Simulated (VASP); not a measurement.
Output of a VASP run:

OUTCAR:
```
 ion  position               nearest neighbor table
   1  0.000  0.000  0.500-   2 2.61   2 2.61   4 2.66   3 2.66   4 2.66   3 2.66   4 2.66   3 2.66
  LATTYP: Found a hexagonal cell.
 ALAT       =     4.0133468435
 C/A-ratio  =     1.3027697463
 Subroutine PRICEL returns:
 Original cell was already a primitive cell.
 Subroutine GETGRP returns: Found 24 space group operations
The static configuration has the point symmetry D_3d.
 The point group associated with its full space group is D_6h.
The dynamic configuration has the point symmetry D_3d.
 Subroutine INISYM returns: Found 24 space group operations
 Subroutine IBZKPT returns following result:
 Found     48 irreducible k-points:

 Following reciprocal coordinates:
            Coordinates               Weight
  0.000000  0.000000  0.000000      1.000000
  0.111111  0.000000  0.000000      6.000000
  0.222222 -0.000000  0.000000      6.000000
  0.333333  0.000000  0.000000      6.000000
  0.444444 -0.000000  0.000000      6.000000
  0.111111  0.111111  0.000000      6.000000
  0.222222  0.111111  0.000000     12.000000
  0.333333  0.111111  0.000000     12.000000
  0.444444  0.111111  0.000000      6.000000
  0.222222  0.222222  0.000000      6.000000
  0.333333  0.222222  0.000000     12.000000
  0.333333  0.333333  0.000000      2.000000
  0.000000  0.000000  0.166667      2.000000
  0.111111  0.000000  0.166667     12.000000
  0.222222 -0.000000  0.166667     12.000000
  0.333333  0.000000  0.166667     12.000000
  0.444444 -0.000000  0.166667     12.000000
  0.111111  0.111111  0.166667     12.000000
  0.222222  0.111111  0.166667     24.000000
  0.333333  0.111111  0.166667     24.000000
  0.444444  0.111111  0.166667     12.000000
  0.222222  0.222222  0.166667     12.000000
  0.333333  0.222222  0.166667     24.000000
  0.333333  0.333333  0.166667      4.000000
  0.000000  0.000000  0.333333      2.000000
  0.111111  0.000000  0.333333     12.000000
  0.222222 -0.000000  0.333333     12.000000
  0.333333  0.000000  0.333333     12.000000
  0.444444 -0.000000  0.333333     12.000000
  0.111111  0.111111  0.333333     12.000000
  0.222222  0.111111  0.333333     24.000000
  0.333333  0.111111  0.333333     24.000000
  0.444444  0.111111  0.333333     12.000000
  0.222222  0.222222  0.333333     12.000000
  0.333333  0.222222  0.333333     24.000000
  0.333333  0.333333  0.333333      4.000000
  0.000000  0.000000  0.500000      1.000000
  0.111111  0.000000  0.500000      6.000000
  0.222222 -0.000000  0.500000      6.000000
  0.333333  0.000000  0.500000      6.000000
   k-points           NKPTS =     48   k-points in BZ     NKDIM =     48   number of bands    NBANDS=     19
   number of dos      NEDOS =    301   number of ions     NIONS =      4
   total plane-waves  NPLWV =  36000
   dimension x,y,z NGX =    30 NGY =   30 NGZ =   40
   dimension x,y,z NGXF=    60 NGYF=   60 NGZF=   80
   ions per type =               2   2
   PREC   = accura    normal or accurate (medium, high low for compatibility)
   ISTART =      0    job   : 0-new  1-cont  2-samecut
   ICHARG =      2    charge: 1-file 2-atom 10-const
   ISPIN  =      1    spin polarized calculation?
   LNONCOLLINEAR =      F non collinear calculations
   LSORBIT =      F    spin-orbit coupling
   INIWAV =      1    electr: 0-lowe 1-rand  2-diag
   ENCUT  =  520.0 eV  38.22 Ry    6.18 a.u.   7.46  7.46  9.72*2*pi/ulx,y,z
   NELM   =    100;   NELMIN=  2; NELMDL= -5     # of ELM steps
   EDIFF  = 0.1E-06   stopping-criterion for ELM
   LREAL  =      F    real-space projection
   NLSPLINE    = F    spline interpolate recip. space projectors
   LMAXMIX     =    4 max onsite mixed and CHGCAR
   VOSKOWN=      0    Vosko Wilk Nusair interpolation
   EDIFFG = -.1E-01   stopping-criterion for IOM
   NSW    =     30    number of steps for IOM
   NBLOCK =      1;   KBLOCK =     30    inner block; outer block
...
```

### OSZICAR
```
       N       E                     dE             d eps       ncg     rms          rms(c)
DAV:   1     0.166438499687E+03    0.16644E+03   -0.12498E+04  1824   0.160E+03
DAV:   2    -0.123537098497E+02   -0.17879E+03   -0.17390E+03  1842   0.316E+02
DAV:   3    -0.213799301758E+02   -0.90262E+01   -0.86986E+01  2133   0.870E+01
DAV:   4    -0.216486048104E+02   -0.26867E+00   -0.26605E+00  2039   0.140E+01
DAV:   5    -0.216575037966E+02   -0.88990E-02   -0.88965E-02  2175   0.270E+00    0.126E+01
DAV:   6    -0.246004546039E+02   -0.29430E+01   -0.35387E+01  1985   0.107E+02    0.178E+01
DAV:   7    -0.203351252243E+02    0.42653E+01   -0.13251E+01  1988   0.749E+01    0.363E+00
DAV:   8    -0.203870494179E+02   -0.51924E-01   -0.16496E+00  2489   0.120E+01    0.269E+00
DAV:   9    -0.203274940806E+02    0.59555E-01   -0.27812E-01  2055   0.873E+00    0.607E-01
DAV:  10    -0.203280606382E+02   -0.56656E-03   -0.77567E-03  1985   0.909E-01    0.478E-01
DAV:  11    -0.203277145985E+02    0.34604E-03   -0.73164E-04  2052   0.244E-01    0.140E-01
DAV:  12    -0.203275386863E+02    0.17591E-03   -0.55911E-04  2582   0.392E-01    0.405E-02
DAV:  13    -0.203275422878E+02   -0.36015E-05   -0.60212E-05  1929   0.586E-02    0.284E-02
DAV:  14    -0.203275416821E+02    0.60568E-06   -0.21479E-06  2180   0.131E-02    0.483E-03
DAV:  15    -0.203275414065E+02    0.27566E-06   -0.26063E-07  1638   0.419E-03    0.205E-03
DAV:  16    -0.203275412157E+02    0.19081E-06   -0.43079E-08  1014   0.241E-03    0.604E-04
DAV:  17    -0.203275411945E+02    0.21161E-07   -0.34394E-08   984   0.231E-03
   1 F= -.20327541E+02 E0= -.20327114E+02  d E =-.203275E+02
       N       E                     dE             d eps       ncg     rms          rms(c)
DAV:   1    -0.203277253684E+02   -0.18415E-03   -0.42916E-03  1890   0.529E-01    0.819E-02
DAV:   2    -0.203276546816E+02    0.70687E-04   -0.25758E-04  2385   0.287E-01    0.609E-02
DAV:   3    -0.203276327498E+02    0.21932E-04   -0.28726E-04  2024   0.320E-01    0.485E-02
DAV:   4    -0.203275983698E+02    0.34380E-04   -0.71001E-05  2299   0.147E-01    0.520E-03
DAV:   5    -0.203275986322E+02   -0.26236E-06   -0.77669E-06  1964   0.360E-02    0.316E-03
DAV:   6    -0.203275985727E+02    0.59533E-07   -0.31502E-07  1564   0.831E-03
   2 F= -.20327599E+02 E0= -.20327179E+02  d E =-.573782E-04
```

**OUTCAR**
```
------------------------ aborting loop because EDIFF is reached ----------------------------------------
  FORCE on cell =-STRESS in cart. coord.  units (eV):
  Direction    XX          YY          ZZ          XY          YZ          ZX
  --------------------------------------------------------------------------------------
  Total       -1.4235121     -1.4235122     -1.4693453      0.0000000      0.0000000      0.0000000
  in kB      -31.2718353    -31.2718383    -32.2787024      0.0000000      0.0000000      0.0000000
  external PRESSURE =     -31.6074587 kB  Pullay stress =       0.0000000 kB
  volume of cell :       72.93
      direct lattice vectors                 reciprocal lattice vectors
     2.007467395 -3.477035688  0.000000000     0.249070048 -0.143800652  0.000000000
     2.007467395  3.477035688  0.000000000     0.249070048  0.143800652  0.000000000
     0.000000000  0.000000000  5.224331469     0.000000000  0.000000000  0.191412051
 POSITION                                       TOTAL-FORCE (eV/Angst)
 -----------------------------------------------------------------------------------
      0.00000      0.00000      2.61217         0.000000     -0.000000     -0.000000
      0.00000      0.00000      5.22433         0.000000      0.000000     -0.000000
      2.00747      1.15901      1.30608        -0.000000     -0.000000     -0.000000
      2.00747     -1.15901      3.91825         0.000000     -0.000000      0.000000
 -----------------------------------------------------------------------------------
    total drift:                               -0.000000      0.000000      0.000000
  FREE ENERGIE OF THE ION-ELECTRON SYSTEM (eV)
  ---------------------------------------------------
  free  energy   TOTEN  =       -20.3275985727 eV

  energy  without entropy=      -20.3263390739  energy(sigma->0) =      -20.32717874

 reached required accuracy - stopping structural energy minimisation
```
(Selected blocks of OUTCAR.)

POSCAR:
```
NiSb
1
    2.0066733480    -3.4756603632     0.0000000000
    2.0066733480     3.4756603632     0.0000000000
    0.0000000000     0.0000000000     5.2284668491
Ni Sb
2 2
Direct
  0.0000000000   0.0000000000   0.5000000000
  0.0000000000   0.0000000000   0.0000000000
  0.3333330000   0.6666670000   0.2500000000
  0.6666670000   0.3333330000   0.7500000000
```

Write an INCAR and KPOINTS that could have produced this output.

Several could match; the one computed here: the input of the run itself, PW91 GGA, plane waves, VASP's PBE PAW potentials (set 64).

**KPOINTS**
```
Automatic
0
Gamma
  9 9 6
```

### INCAR
```
ALGO = Normal
EDIFF = 1E-7
EDIFFG = -0.01
ENCUT = 520
GGA = 91
IBRION = 2
ISIF = 4
ISMEAR = 1
LASPH = .TRUE.
LCHARG = .FALSE.
LMAXMIX = 4
LREAL = .FALSE.
LWAVE = .FALSE.
NELM = 100
NSW = 30
PREC = Accurate
SIGMA = 0.1
SYSTEM = NiSb
```

POTCAR, in this order: Ni Sb (PBE.64 set). Program: vasp_std.

The compound is NiSb in the NiAs type structure. This cell is one point of a volume scan, at 1.03 of the reference volume. Symmetry was kept, so distortions that lower it aren't found. The run is not spin-polarised, so no magnetic state was tried.
